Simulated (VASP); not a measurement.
**MgAl2 (space group P-3m1): computed properties**

Method: PBEsol GGA, VASP's PBE PAW potentials (set 64) (plane waves; VASP).

```
Item                                                                                                       Result
----------------------------------  -----------------------------------------------------------------------------
space group                                                                                           P-3m1 (164)
cell                                a = 2.9557 Å, b = 2.9557 Å, c = 7.1749 Å, α = 90.00°, β = 90.00°, γ = 120.00°
volume per atom                                                                                    18.09 Å^3/atom
band gap (over mesh and band path)                                       none (metal, semimetal or under 0.01 eV)
density                                                                                                2.39 g/cm³
```

```cif
data_Al2Mg
_chemical_formula_sum 'Mg1 Al2'
_space_group_name_H-M_alt 'P 1'
_space_group_IT_number 1
_cell_length_a 2.95566
_cell_length_b 2.95566
_cell_length_c 7.17494
_cell_angle_alpha 90.000
_cell_angle_beta 90.000
_cell_angle_gamma 120.000
loop_
_space_group_symop_operation_xyz
  'x, y, z'
loop_
_atom_site_label
_atom_site_type_symbol
_atom_site_fract_x
_atom_site_fract_y
_atom_site_fract_z
_atom_site_occupancy
Mg1 Mg 0.00000 0.00000 0.00000 1
Al1 Al 0.33333 0.66667 0.65753 1
Al2 Al 0.66667 0.33333 0.34247 1
```

The structure comes from a computed database's MgAl2 entry (P-3m1); how it stands against other phases isn't given here. It was relaxed first. Symmetry was kept, so distortions that lower it aren't found.
